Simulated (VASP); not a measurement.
The system is Sn.

```xyz
2
Lattice="0.0000 3.2686 3.2686 3.2686 0.0000 3.2686 3.2686 3.2686 0.0000" Properties=species:S:1:pos:R:3 pbc="T T T"
Sn    0.0000    0.0000    0.0000
Sn    1.6343    1.6343    1.6343
```

This isn't the form of Sn at room conditions, which is tetragonal (white tin).

Program: VASP 6.6.1. Alike in all runs: task band structure; potentials or basis VASP PAW PBE potentials, release 64 (Sn_d); no spin polarisation; cell as given; k mesh 6 × 6 × 6; cutoff (eV) 520; smearing gaussian 0.03 eV. Hardware: 8 MPI ranks on Intel(R) Xeon(R) Platinum 8488C (Sapphire Rapids), on a shared host.

Q: Order these runs on this cell by their wall time, lowest first.
A. level HSE06; screening parameter 0.2 1/A; further INCAR settings ALGO = Normal; EDIFF = 1e-07
B. level PBE0; further INCAR settings ALGO = Normal; EDIFF = 1e-07; exchange at q = 0 truncated
C. level PBE; further INCAR settings ALGO = Fast; EDIFF = 1e-07

A: C (5.7 s), A (570 s), B (1700 s).
